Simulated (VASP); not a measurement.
A VASP calculation is set up with these files.

POSCAR:
```
GeSn
1.0
  3.9451747792   0.0000000000   0.0000000000
 -1.9725873896   3.4166219972   0.0000000000
  0.0000000000   0.0000000000   6.5846385312
Ge Sn
2 2
Cart
  0.0000000000   0.0000000000   0.0000000000
  0.0000000000   0.0000000000   3.2923192656
 -0.0000019726   2.2777491370   1.6461596328
  1.9725893622   1.1388728602   4.9384788984
```

INCAR:
```
ALGO  =  Normal
IBRION  =  2   # conjugate gradients
SIGMA  =  0.1   # width (eV)
LCHARG  =  .FALSE.
ISIF  =  3
ISMEAR  =  1
EDIFF  =  1E-6
LMAXMIX  =  4
GGA  =  PS
EDIFFG  =  -0.02
NSW  =  40
SYSTEM  =  GeSn
LREAL  =  .FALSE.   # projection in real space or not
ENCUT  =  500
PSTRESS  =  50   # kbar
PREC  =  Accurate
LWAVE  =  .FALSE.
NELM  =  100   # most electronic steps
LASPH  =  .TRUE.   # aspherical one-centre terms
```

### KPOINTS
```
kpoints
0
Gamma
  9 9 5
```

POTCAR, in this order: Ge_d Sn_d (PBE.64 set). Program: vasp_std.

Question: Translate this PBEsol calculation to Quantum ESPRESSO's pw.x.

Answer: One equivalent input (not run):
```
&CONTROL
  calculation = 'vc-relax'
  pseudo_dir = './pseudo'
  outdir = './out'
  tprnfor = .true.
  tstress = .true.
  nstep = 40
  forc_conv_thr = 0.00078
/
&SYSTEM
  ibrav = 0
  nat = 4
  ntyp = 2
  ecutwfc = 78
  occupations = 'smearing'
  smearing = 'methfessel-paxton'
  degauss = 0.00735
  input_dft = 'pbesol'
/
&ELECTRONS
  conv_thr = 7.3e-08
  electron_maxstep = 100
/
&IONS
/
&CELL
  press = 50
/
ATOMIC_SPECIES
  Ge 72.630 Ge.upf
  Sn 118.710 Sn.upf
CELL_PARAMETERS angstrom
     3.9451748   -0.0000000   -0.0000000
    -1.9725874    3.4166220   -0.0000000
     0.0000000   -0.0000000    6.5846385
ATOMIC_POSITIONS crystal
  Ge   0.0000000  0.0000000  0.0000000
  Ge   0.0000000  0.0000000  0.5000000
  Sn   0.3333330  0.6666670  0.2500000
  Sn   0.6666670  0.3333330  0.7500000
K_POINTS automatic
  9 9 5 0 0 0
```
Limits of the translation: the potentials are each code's own (VASP's PAW set, PseudoDojo norm-conserving files in pw.x), so ENCUT and ecutwfc are chosen apart and not converted; conv_thr bounds pw.x's estimated SCF error, while EDIFF bounds the energy change between steps; forc_conv_thr acts on force components and is met together with etot_conv_thr.

The structure was generated: GeSn was put into the NiAs type type (P6_3/mmc), which need not be its known phase. It was relaxed first under an external pressure of 5 GPa.
